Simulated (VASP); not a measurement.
Set up this calculation in VASP 6.6.1, as the native input.

- Task: single point
- Functional: PBE
- Potentials or basis: VASP PAW PBE potentials, release 64 (Be, Cr_pv)
- Cutoff: 520 eV
- k mesh: 6 × 6 × 4
- Occupations: gaussian, width 0.1 eV
- Spin: collinear spin, typed start
- Starting moments: [0.0, 0.0, 0.0, 0.0, 0.0, 0.0, 4.78] μB
- Dipole correction: no
- Further INCAR settings: ALGO = Normal; EDIFF = 1e-06; NBANDS = 25

The structure of Be6Cr lies in POSCAR:

```
Be6Cr
1.0
    3.4308779645      0.0000000000      0.0000000000
    1.6076221667      3.6976720871      0.0000000000
    0.0258632796      0.1032393958      4.7363437909
Be Cr
6 1
Direct
    0.6775658221      0.6119725037      0.1851500558
    0.1274762156      0.7323004937      0.4637843051
    0.8725237844      0.2676995063      0.5362156949
    0.3224341779      0.3880274963      0.8148499442
    0.5949235841      0.7941861816      0.7247244981
    0.4050764159      0.2058138184      0.2752755019
    0.0000000000      0.0000000000      0.0000000000
```

The cell was built by a generator and needn't be a form met in nature.

The cell isn't the ideal one: the structure that the rattled cell fell into.

These files were run (other wordings do the same):

INCAR

```
SYSTEM = Be6Cr
PREC = Accurate
ENCUT = 520
EDIFF = 1E-6
ISMEAR = 0
SIGMA = 0.1
LREAL = .FALSE.
LASPH = .TRUE.
NELM = 150
ALGO = Normal
ISIF = 2
LWAVE = .FALSE.
LCHARG = .TRUE.
ISPIN = 2
MAGMOM = 0 0 0 0 0 0 4.78
LORBIT = 11
LMAXMIX = 4
GGA = PE
LELF = .TRUE.
LVHAR = .TRUE.
NBANDS = 25
```

KPOINTS

```
Automatic mesh
0
G
  6 6 4
  0 0 0
```

Potentials or basis: VASP PAW PBE potentials, release 64 (Be, Cr_pv).

Command:

```sh
$ cat potpaw_PBE.64/Be/POTCAR potpaw_PBE.64/Cr_pv/POTCAR > POTCAR
$ mpirun -np 1 vasp_std > vasp.out
```

It gave:

```
Pressure                                              : 1.3 GPa
Largest force                                         : 0.385 eV/Å
Band gap on the k mesh                                : none (metal or under the smearing width)
Net moment                                            : 1.30 μB per cell
Site moments                                          : Be -0.00, -0.01; Cr +1.23 μB
Valence electrons inside the program's atomic spheres : Be 1.15, 1.23; Cr 10.98
```

Caveat: the moment fell far below its start of 4.78 μB, so a state of higher moment may lie lower in energy.

It took 3.6 min on 1 thread of Intel(R) Xeon(R) Platinum 8488C (Sapphire Rapids), with other jobs on the host, peak memory 0.3 GiB.
